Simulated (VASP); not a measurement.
```yaml
crystal:
  lattice:
    - [1.58054, -2.73758, 0.00000]
    - [1.58054, 2.73758, 0.00000]
    - [0.00000, 0.00000, 12.31598]
  atoms:
    - { symbol: Mo, position: [0.33333, 0.66667, 0.25000] }
    - { symbol: Mo, position: [0.66667, 0.33333, 0.75000] }
    - { symbol: S, position: [0.33333, 0.66667, 0.87696] }
    - { symbol: S, position: [0.66667, 0.33333, 0.37696] }
    - { symbol: S, position: [0.66667, 0.33333, 0.12304] }
    - { symbol: S, position: [0.33333, 0.66667, 0.62304] }
```

Calculation: PBE GGA with D3 dispersion (zero damping), VASP's PBE PAW potentials (set 64) (plane waves; VASP). Settings: 520 eV cut-off, Gaussian smearing of 0.050 eV, potentials Mo_sv S.

Problem. Give the energies of bands 17 to 30 at the high-symmetry points, in eV from the valence-band maximum.

Solution. 
```csv
band,Γ,M,K,A,L,H
17,-3.26,-5.13,-4.92,-3.26,-4.73,-4.78
18,-3.25,-4.47,-4.66,-3.26,-4.73,-4.78
19,-3.25,-3.87,-4.21,-2.57,-3.83,-4.44
20,-2.16,-3.79,-4.21,-2.57,-3.83,-4.44
21,-2.16,-2.75,-3.79,-2.14,-2.63,-3.43
22,-2.11,-2.49,-3.79,-2.14,-2.63,-3.43
23,-2.11,-1.71,-2.71,-2.14,-1.61,-2.89
24,-1.20,-1.51,-2.71,-2.14,-1.61,-2.89
25,-1.16,-1.40,-0.75,-0.27,-1.32,-0.68
26,0.00,-1.27,-0.59,-0.27,-1.32,-0.68
27,2.13,1.64,1.09,2.14,1.66,1.09
28,2.13,1.69,1.09,2.14,1.66,1.09
29,2.16,2.04,1.86,2.14,2.18,2.32
30,2.17,2.31,2.88,2.15,2.18,2.32
```

The gap is indirect, 0.90 eV, from the valence maximum at Γ to the conduction minimum at K-Γ at 0.44.

Measured: gap 1.29 eV (computed value off by -0.39 eV), as given by Wei Chen et al., Physical Review Materials (2018), doi:10.1103/physrevmaterials.2.073803.

The compound is MoS2 in the 2H layered structure. It was relaxed first.
